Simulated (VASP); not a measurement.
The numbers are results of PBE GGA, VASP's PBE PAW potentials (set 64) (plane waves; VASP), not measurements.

The input files of a VASP run:

KPOINTS:
```
Automatic mesh
0
Gamma
1 1 1
0 0 0
```

File POSCAR:
```
WC
2.916590
  1.0000000000   0.0000000000   0.0000000000
 -0.5000000000   0.8660253927   0.0000000000
  0.0000000000   0.0000000000   0.9735478761
W C
1 1
direct
 -0.0056690000  -0.0046750000   0.0046430000
  0.6723360000   0.3380080000   0.4953570000
```

### INCAR
```
SYSTEM = WC
PREC = Accurate; ENCUT = 400; LREAL = .False.
LASPH = .True.
EDIFF = 1E-6; NELM = 100; ALGO = Normal
LMAXMIX = 6
ISMEAR = -1; SIGMA = 0.1
GGA = PE
ISIF = 2
LWAVE = .False.; LCHARG = .False.
```

POTCAR, in this order: W_sv C (PBE.64 set). Program: vasp_std.

Output of the run:

OSZICAR:
```
       N       E                     dE             d eps       ncg     rms          rms(c)
DAV:   1     0.122469017790E+03    0.12247E+03   -0.89461E+03    26   0.135E+03
DAV:   2    -0.184853805102E+02   -0.14095E+03   -0.13478E+03    31   0.343E+02
DAV:   3    -0.220874594271E+02   -0.36021E+01   -0.35883E+01    26   0.575E+01
DAV:   4    -0.221690117479E+02   -0.81552E-01   -0.81039E-01    36   0.758E+00
DAV:   5    -0.221699470444E+02   -0.93530E-03   -0.93529E-03    26   0.861E-01    0.355E+01
DAV:   6    -0.189475403515E+02    0.32224E+01   -0.12110E+01    26   0.298E+01    0.972E+00
DAV:   7    -0.185509211029E+02    0.39662E+00   -0.91701E-01    36   0.822E+00    0.781E+00
DAV:   8    -0.184785144722E+02    0.72407E-01   -0.39728E-01    26   0.533E+00    0.633E-01
DAV:   9    -0.184782023666E+02    0.31211E-03   -0.88040E-03    36   0.957E-01    0.359E-01
DAV:  10    -0.184791220746E+02   -0.91971E-03   -0.19496E-03    36   0.440E-01    0.550E-02
DAV:  11    -0.184791376522E+02   -0.15578E-04   -0.29626E-05    36   0.586E-02    0.276E-02
DAV:  12    -0.184791452997E+02   -0.76475E-05   -0.11566E-05    26   0.323E-02    0.706E-03
DAV:  13    -0.184791457533E+02   -0.45362E-06   -0.81622E-07    28   0.741E-03
   1 F= -.18479146E+02 E0= -.18479100E+02  d E =-.913654E-04
```

OUTCAR:
```
------------------------ aborting loop because EDIFF is reached ----------------------------------------
  FORCE on cell =-STRESS in cart. coord.  units (eV):
  Direction    XX          YY          ZZ          XY          YZ          ZX
  --------------------------------------------------------------------------------------
  Total        4.5489039      2.8040593     -2.0986472      0.6832348     -0.0841295     -0.0584215
  in kB      348.4201489    214.7749785   -160.7444319     52.3318931     -6.4438402     -4.4747529
  external PRESSURE =     134.1502318 kB  Pullay stress =       0.0000000 kB
  volume of cell :       20.92
      direct lattice vectors                 reciprocal lattice vectors
     2.916590000  0.000000000  0.000000000     0.342866155  0.197953870  0.000000000
    -1.458295000  2.525841000  0.000000000     0.000000000  0.395907739  0.000000000
     0.000000000  0.000000000  2.839440000     0.000000000  0.000000000  0.352182120
 POSITION                                       TOTAL-FORCE (eV/Angst)
 -----------------------------------------------------------------------------------
      1.44858      2.51403      0.01318         0.247145      0.167188     -0.367983
      1.46801      0.85375      1.40654        -0.247145     -0.167188      0.367983
 -----------------------------------------------------------------------------------
    total drift:                               -0.000422      0.000062      0.000002
  FREE ENERGIE OF THE ION-ELECTRON SYSTEM (eV)
  ---------------------------------------------------
  free  energy   TOTEN  =       -18.4791457533 eV

  energy  without entropy=      -18.4790543880  energy(sigma->0) =      -18.47910007
```
(Selected blocks of OUTCAR.)

At this cut-off the stress carries a Pulay error, which pulls relaxed volumes low.

The structure comes from a computed database's WC entry; how it stands against other phases isn't given here. The cell was not relaxed at this level, atoms are displaced from their ideal sites. The k-mesh is coarse (spacing up to 2.49 per Å, 2π included), so the numbers may not be converged in it. The run is one of a series of settings (KPOINTS 1×1×1 Γ-centred mesh against the base run), some of them coarse on purpose.
